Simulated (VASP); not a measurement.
Output of a VASP run:

OSZICAR:
```
       N       E                     dE             d eps       ncg     rms          rms(c)
DAV:   1     0.108828570983E+03    0.10883E+03   -0.83741E+03   754   0.119E+03
DAV:   2     0.447722416296E+01   -0.10435E+03   -0.10023E+03   844   0.274E+02
DAV:   3     0.118871199545E+00   -0.43584E+01   -0.43487E+01   914   0.594E+01
DAV:   4     0.760812272990E-01   -0.42790E-01   -0.42784E-01  1066   0.525E+00
DAV:   5     0.759724551287E-01   -0.10877E-03   -0.10877E-03   899   0.261E-01    0.525E+00
DAV:   6     0.300288642341E+00    0.22432E+00   -0.49323E-01   844   0.908E+00    0.435E+00
DAV:   7     0.313935660027E+00    0.13647E-01   -0.11369E-01   844   0.247E+00    0.171E+00
DAV:   8     0.313358526888E+00   -0.57713E-03   -0.92789E-03   784   0.134E+00    0.497E-01
DAV:   9     0.313111605539E+00   -0.24692E-03   -0.90669E-04   859   0.350E-01    0.984E-02
DAV:  10     0.313069306077E+00   -0.42299E-04   -0.11337E-04   814   0.118E-01    0.489E-02
DAV:  11     0.313044113094E+00   -0.25193E-04   -0.50363E-05   767   0.544E-02    0.314E-02
DAV:  12     0.313045410322E+00    0.12972E-05   -0.33531E-06   873   0.155E-02    0.157E-02
DAV:  13     0.313045543052E+00    0.13273E-06   -0.30548E-07   834   0.356E-03    0.108E-02
DAV:  14     0.313045678256E+00    0.13520E-06   -0.39426E-07   804   0.462E-03    0.291E-03
DAV:  15     0.313045667424E+00   -0.10832E-07   -0.29352E-08   457   0.175E-03
   1 F= 0.31304567E+00 E0= 0.31304567E+00  d E =0.000000E+00
```

File OUTCAR:
```
------------------------ aborting loop because EDIFF is reached ----------------------------------------
  FORCE on cell =-STRESS in cart. coord.  units (eV):
  Direction    XX          YY          ZZ          XY          YZ          ZX
  --------------------------------------------------------------------------------------
  Total       -0.0045322     -0.0045322     -0.0045322      0.0000000      0.0000000      0.0000000
  in kB       -0.1030526     -0.1030526     -0.1030526      0.0000000      0.0000000      0.0000000
  external PRESSURE =      -0.1030526 kB  Pullay stress =       0.0000000 kB
  volume of cell :       70.46
      direct lattice vectors                 reciprocal lattice vectors
     0.000000000  3.278261914  3.278261914    -0.152519845  0.152519845  0.152519845
     3.278261914  0.000000000  3.278261914     0.152519845 -0.152519845  0.152519845
     3.278261914  3.278261914  0.000000000     0.152519845  0.152519845 -0.152519845
  FREE ENERGIE OF THE ION-ELECTRON SYSTEM (eV)
  ---------------------------------------------------
  free  energy   TOTEN  =         0.3130456674 eV

  energy  without entropy=        0.3130456674  energy(sigma->0) =        0.31304567

 total charge

# of ion       s       p       d       tot
------------------------------------------
    1        0.470   0.298   9.530  10.299
    2        1.355   2.035   0.019   3.409
--------------------------------------------------
tot          1.825   2.333   9.550  13.708
```
(Selected blocks of OUTCAR.)

POSCAR:
```
CdTe
1
    0.0000000000     3.2782619135     3.2782619135
    3.2782619135     0.0000000000     3.2782619135
    3.2782619135     3.2782619135     0.0000000000
Cd Te
1 1
Direct
  0.0000000000   0.0000000000   0.0000000000
  0.2500000000   0.2500000000   0.2500000000
```

Write an INCAR and KPOINTS that could have produced this output.

One answer among several that fit: the input of the run itself, optB86b-vdW, plane waves, VASP's PBE PAW potentials (set 64).

**KPOINTS**
```
Automatic mesh
0
Gamma
8 8 8
0 0 0
```

**INCAR**
```
EDIFF=1E-7
SYSTEM=CdTe
NELM=100   ! most electronic steps
LMAXMIX=4
PARAM1=0.1234
ISIF=2   ! forces and stress, cell fixed
ENCUT=520   ! plane-wave cut-off (eV)
LREAL=.False.   ! projection in real space or not
LWAVE=.False.
PREC=Accurate
AGGAC=0.0
ISMEAR=-5
LASPH=.True.   ! aspherical one-centre terms
NEDOS=601   ! DOS grid
GGA=MK
LORBIT=11   ! lm-projected
LCHARG=.True.
ALGO=Normal
LUSE_VDW=.True.
PARAM2=1.0
```

POTCAR, in this order: Cd Te (PBE.64 set). Program: vasp_std.

The compound is CdTe in the zinc blende structure. It was relaxed first.
